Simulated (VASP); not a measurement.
Output of a VASP run:

OSZICAR:
```
       N       E                     dE             d eps       ncg     rms          rms(c)
DAV:   1     0.403235085783E+03    0.40324E+03   -0.20820E+04  1480   0.253E+03
DAV:   2     0.365998693746E+02   -0.36664E+03   -0.36054E+03  1560   0.579E+02
DAV:   3    -0.164003970114E+02   -0.53000E+02   -0.52742E+02  1752   0.192E+02
DAV:   4    -0.182654409423E+02   -0.18650E+01   -0.18641E+01  1600   0.408E+01
DAV:   5    -0.183208568043E+02   -0.55416E-01   -0.55410E-01  1960   0.705E+00    0.117E+01
DAV:   6    -0.145953586121E+02    0.37255E+01   -0.26344E+01  2440   0.537E+01    0.483E+00
DAV:   7    -0.145635325069E+02    0.31826E-01   -0.24866E+00  1720   0.102E+01    0.253E+00
DAV:   8    -0.145603224620E+02    0.32100E-02   -0.61836E-01  2096   0.560E+00    0.105E+00
DAV:   9    -0.145368540024E+02    0.23468E-01   -0.18023E-01  2232   0.391E+00    0.265E-01
DAV:  10    -0.145391476835E+02   -0.22937E-02   -0.21877E-02  2064   0.126E+00    0.229E-01
DAV:  11    -0.145379343577E+02    0.12133E-02   -0.70799E-03  2256   0.769E-01    0.250E-02
DAV:  12    -0.145380116574E+02   -0.77300E-04   -0.71555E-04  1512   0.169E-01    0.377E-02
DAV:  13    -0.145380059376E+02    0.57199E-05   -0.56982E-05  2304   0.909E-02    0.597E-03
DAV:  14    -0.145380056451E+02    0.29249E-06   -0.48083E-06  1592   0.171E-02    0.373E-03
DAV:  15    -0.145380057155E+02   -0.70432E-07   -0.78997E-07  2072   0.942E-03
   1 F= -.14538006E+02 E0= -.14538006E+02  d E =0.000000E+00
```

**OUTCAR**
```
------------------------ aborting loop because EDIFF is reached ----------------------------------------
  FORCE on cell =-STRESS in cart. coord.  units (eV):
  Direction    XX          YY          ZZ          XY          YZ          ZX
  --------------------------------------------------------------------------------------
  Total       -0.0108669     -0.0108669      0.0357175      0.0000000      0.0000000      0.0000000
  in kB       -0.2432124     -0.2432124      0.7993928      0.0000000      0.0000000      0.0000000
  external PRESSURE =       0.1043226 kB  Pullay stress =       0.0000000 kB
  volume of cell :       71.59
      direct lattice vectors                 reciprocal lattice vectors
     3.847220890  0.000000000  0.000000000     0.259927888  0.000000000  0.000000000
     0.000000000  3.847220890  0.000000000     0.000000000  0.259927888  0.000000000
     0.000000000  0.000000000  4.836569754     0.000000000  0.000000000  0.206758106
 POSITION                                       TOTAL-FORCE (eV/Angst)
 -----------------------------------------------------------------------------------
      1.92361      0.00000      3.67784        -0.000000      0.000000     -0.005778
      0.00000      1.92361      1.15872         0.000000     -0.000000      0.005778
      1.92361      1.92361      0.00000         0.000000     -0.000000      0.000000
      0.00000      0.00000      0.00000         0.000000      0.000000      0.000000
 -----------------------------------------------------------------------------------
    total drift:                                0.000000      0.000000      0.000000
  FREE ENERGIE OF THE ION-ELECTRON SYSTEM (eV)
  ---------------------------------------------------
  free  energy   TOTEN  =       -14.5380057155 eV

  energy  without entropy=      -14.5380057155  energy(sigma->0) =      -14.53800572

 total charge

# of ion       s       p       d       tot
------------------------------------------
    1        1.256   0.775  10.068  12.098
    2        1.256   0.775  10.068  12.098
    3        1.571   3.421   0.000   4.992
    4        1.571   3.421   0.000   4.992
--------------------------------------------------
tot          5.653   8.392  20.136  34.181

 Electric field gradients after diagonalization (V/A^2)
 (convention: |V_zz| > |V_xx| > |V_yy|)
----------------------------------------------------------------------
 ion       V_xx      V_yy      V_zz     asymmetry (V_yy - V_xx)/ V_zz
----------------------------------------------------------------------
   1      80.580    80.580  -161.160       0.000
   2      80.580    80.580  -161.160       0.000
   3      -0.314    -0.314     0.628       0.000
   4      -0.314    -0.314     0.628       0.000
```
(Selected blocks of OUTCAR.)

### POSCAR
```
SnO
1
    3.8472208903     0.0000000000     0.0000000000
    0.0000000000     3.8472208903    -0.0000000000
    0.0000000000     0.0000000000     4.8365697540
Sn O
2 2
Direct
  0.5000000000   1.0000000000   0.7604242199
  0.0000000000   0.5000000000   0.2395757801
  0.5000000000   0.5000000000   0.0000000000
  0.0000000000   0.0000000000   1.0000000000
```

Q: Reconstruct the remaining input files.

A: This is not unique; one that fits is the input of the run itself, rev-vdW-DF2, plane waves, VASP's PBE PAW potentials (set 64).

### INCAR
```
AGGAC=0.0
ALGO=Normal
EDIFF=1E-7
ENCUT=520
GGA=MK
ISIF=2
ISMEAR=-5
LASPH=.True.
LCHARG=.True.
LEFG=.True.
LMAXMIX=4
LORBIT=11
LREAL=.False.
LUSE_VDW=.True.
LWAVE=.False.
NEDOS=601
NELM=100
PARAM1=0.1234568
PARAM2=0.7114
PREC=Accurate
SYSTEM=SnO
ZAB_VDW=-1.8867
```

### KPOINTS
```
kpoints
0
Gamma
 7 7 5
```

POTCAR, in this order: Sn_d O (PBE.64 set). Program: vasp_std.

The compound is SnO in the litharge structure. It was relaxed first.
